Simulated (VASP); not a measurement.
OSZICAR of a VASP run on ZnS (wurtzite):

**OSZICAR**
```
       N       E                     dE             d eps       ncg     rms          rms(c)
DAV:   1     0.217756433706E+03    0.21776E+03   -0.15204E+04   616   0.165E+03
DAV:   2     0.741082040149E+01   -0.21035E+03   -0.20527E+03   658   0.339E+02
DAV:   3    -0.115019325128E+02   -0.18913E+02   -0.18792E+02   748   0.109E+02
DAV:   4    -0.119068988760E+02   -0.40497E+00   -0.40472E+00   736   0.165E+01
DAV:   5    -0.119144330470E+02   -0.75342E-02   -0.75339E-02   748   0.218E+00    0.140E+01
DAV:   6    -0.109606997298E+02    0.95373E+00   -0.21518E+00   974   0.402E+01    0.100E+01
DAV:   7    -0.110267227249E+02   -0.66023E-01   -0.23044E+00   732   0.850E+00    0.248E+00
DAV:   8    -0.109843937841E+02    0.42329E-01   -0.21360E-01   818   0.576E+00    0.956E-01
DAV:   9    -0.109853300705E+02   -0.93629E-03   -0.37230E-02   862   0.309E+00    0.227E-01
DAV:  10    -0.109853207046E+02    0.93659E-05   -0.21900E-03   726   0.812E-01    0.869E-02
DAV:  11    -0.109854249658E+02   -0.10426E-03   -0.51781E-04   998   0.389E-01    0.347E-02
DAV:  12    -0.109854047757E+02    0.20190E-04   -0.14798E-04   934   0.196E-01    0.154E-02
DAV:  13    -0.109854083943E+02   -0.36186E-05   -0.30213E-05   768   0.368E-02    0.528E-03
DAV:  14    -0.109854087312E+02   -0.33697E-06   -0.22068E-06   524   0.179E-02
   1 F= -.10985409E+02 E0= -.10984082E+02  d E =-.265434E-02
```

Problem. Which electronic solver shows in the log?

Solution. It is blocked Davidson (ALGO = Normal, or the opening steps of other solvers). The INCAR had ALGO = Normal.

Problem. Can the final energy be trusted as converged?

Solution. The run converged. It stopped with EDIFF = 1E-6, NELM = 100 (PBE GGA, plane waves, VASP's PBE PAW potentials (set 64)). The cell is charged, with a uniform compensating background.

The compound is ZnS in the wurtzite structure, the high-temperature form. The cell was not relaxed at this level. The k-mesh is coarse (spacing up to 0.33 per Å, 2π included), so the numbers may not be converged in it. The run is one of a series of settings (NELECT = 36.5 against the base run), some of them coarse on purpose.
